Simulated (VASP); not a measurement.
Given:

```
CELL_PARAMETERS angstrom
     -3.34302     3.34302     2.06632
      3.34302    -3.34302     2.06632
      3.34302     3.34302    -2.06632
ATOMIC_POSITIONS crystal
  Lu 0.00000 0.00000 0.00000
  Au 0.20015 0.39883 0.59898
  Au 0.79985 0.60117 0.40102
  Au 0.39883 0.79985 0.19868
  Au 0.60117 0.20015 0.80132
```

All values below come from PBEsol GGA, VASP's PBE PAW potentials (set 64) (plane waves; VASP). Run with 300 eV cut-off, 6×6×6 Γ-centred mesh, Fermi-Dirac smearing of 0.10 eV, potentials Lu_3 Au.

At this cut-off the stress carries a Pulay error, which pulls relaxed volumes low. Energy and stress use the plane-wave basis of the starting cell.

### Question
The ions, cell shape and volume are relaxed. What does this cell relax into?

### Answer

```
CELL_PARAMETERS angstrom
     -3.30133     3.30133     2.04706
      3.30133    -3.30133     2.04706
      3.30133     3.30133    -2.04706
ATOMIC_POSITIONS crystal
  Lu 0.00000 0.00000 0.00000
  Au 0.20004 0.39920 0.59924
  Au 0.79996 0.60080 0.40076
  Au 0.39920 0.79996 0.19917
  Au 0.60080 0.20004 0.80083
```
Space group I4/m (87), at a tolerance of 0.03 Å.

### Question
How do energy and volume change from the first to the last step?

### Answer
The energy (σ→0) changes by -9.7 meV/atom and the volume by -3.4 %, in 9 ionic steps.

| step | E(σ→0) (eV) | max force (eV/Å) | pressure (GPa) | volume (Å³) |
|---|---|---|---|---|
| 1 | -23.7050 | 0.013 | -4.63 | 92.37 |
| 2 | -23.6718 | 0.032 | 7.33 | 85.41 |
| 3 | -23.7534 | 0.014 | -0.05 | 89.26 |
| 4 | -23.7534 | 0.015 | 0.05 | 89.20 |
| 5 | -23.7535 | 0.011 | -0.06 | 89.26 |
| 6 | -23.7534 | 0.009 | -0.07 | 89.27 |
| 7 | -23.7534 | 0.009 | -0.11 | 89.30 |
| 8 | -23.7534 | 0.008 | -0.10 | 89.28 |
| 9 | -23.7535 | 0.009 | -0.02 | 89.24 |

The structure comes from a computed database's LuAu4 entry (I4/m); how it stands against other phases isn't given here. This run relaxes it. Symmetry was kept, so distortions that lower it aren't found. The k-mesh is coarse (spacing up to 0.30 per Å, 2π included), so the numbers may not be converged in it. The run is one of a series of settings (EDIFFG = -0.01, IBRION = 2, ISIF = 3, NSW = 50 against the base run), some of them coarse on purpose. The electron count is odd and the run is not spin-polarised, which forces a metal.
